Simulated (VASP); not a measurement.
Input:

```xyz
4
Lattice="-2.0080 2.0080 4.2876 2.0080 -2.0080 4.2876 2.0080 2.0080 -4.2876" Properties=species:S:1:pos:R:3 pbc="T T T"
Na     0.0000     0.0000     0.0000
Au     0.0000     2.0080     2.1438
Au     2.0080     0.0000     2.1438
Au     0.0000     0.0000     4.2876
```

The numbers are results of PBEsol GGA, VASP's PBE PAW potentials (set 64) (plane waves; VASP), not measurements. Run with 400 eV cut-off, 12×12×12 Γ-centred mesh, tetrahedra with Blöchl corrections, potentials Na_pv Au.

The cores are frozen, which limits the accuracy of field gradients.

Question: Give the principal components of the electric field gradient (V/Å²) and the asymmetry η at each nucleus.

Answer: 
```json
[
 {"atom": "Na1", "Vxx": "1.4", "Vyy": "1.4", "Vzz": "-2.7", "η": "0.00"},
 {"atom": "Au2", "Vxx": "-67.2", "Vyy": "-67.2", "Vzz": "134.5", "η": "0.00"},
 {"atom": "Au3", "Vxx": "-67.2", "Vyy": "-67.2", "Vzz": "134.5", "η": "0.00"},
 {"atom": "Au4", "Vxx": "104.7", "Vyy": "104.7", "Vzz": "-209.5", "η": "0.00"}
]
```

The structure comes from a computed database's NaAu3 entry (I4/mmm); how it stands against other phases isn't given here. It was relaxed first, which changed the volume by -7 %.
